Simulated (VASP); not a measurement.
SnSe: single point with LDA

The system is SnSe.

```
CELL_PARAMETERS angstrom
0.00000 2.99495 3.01000
3.02505 0.00000 3.01000
3.02505 2.99495 0.00000
ATOMIC_POSITIONS crystal
Sn 0.00000 0.00000 0.00000
Se 0.50000 0.50000 0.50000
```

The cell isn't the ideal one: strain +0.0050 x Voigt [1, -1, 0, 0, 0, 0], atoms carried along.

```yaml
Program: VASP 6.6.1
Task: single point
Functional: LDA
Potentials_or_basis: VASP PAW LDA potentials, release 64 (Sn_d, Se)
Cutoff: 520 eV
k_mesh: 8 × 8 × 8
Occupations: gaussian, width 0.05 eV
Spin: no spin polarisation
```

* Pressure: -3.3 GPa
* Band gap on the k mesh: 0.63 eV, direct

Stress tensor (GPa, compression positive):
```
-3.82  0.00  0.00
 0.00 -2.73  0.00
 0.00  0.00 -3.29
```

Levels at points of the mesh, in eV from the valence-band top:
| k point | band 6 | band 7 | band 8 | band 9 | band 10 | band 11 | band 12 | band 13 | band 14 | band 15 |
| --- | --- | --- | --- | --- | --- | --- | --- | --- | --- | --- |
| (0.00, 0.00, 0.00) | -13.77 | -5.09 | -2.12 | -2.07 | -2.02 | 4.20 | 4.32 | 4.44 | 5.93 | 5.96 |
| (0.50, 0.00, 0.00) | -12.83 | -8.01 | -1.82 | -1.80 | 0.00 | 0.63 | 1.26 | 1.31 | 8.25 | 10.14 |
| (0.50, 0.50, 0.00) | -12.56 | -6.01 | -5.37 | -3.58 | -3.47 | 3.09 | 5.23 | 5.47 | 5.98 | 10.60 |
| (0.50, 0.00, 0.50) | -12.54 | -6.03 | -5.39 | -3.57 | -3.51 | 3.07 | 5.27 | 5.39 | 6.04 | 10.61 |
| (0.00, 0.50, 0.50) | -12.58 | -5.99 | -5.36 | -3.54 | -3.49 | 3.10 | 5.32 | 5.44 | 5.91 | 10.61 |

It took 49 s on 1 thread of AMD EPYC 7R13 Processor (Zen 3), on a shared host, peak memory 0.19 GiB.

Caveat: spin-orbit coupling is left out, which moves the levels of the heavy elements. A k mesh can miss the band edges.
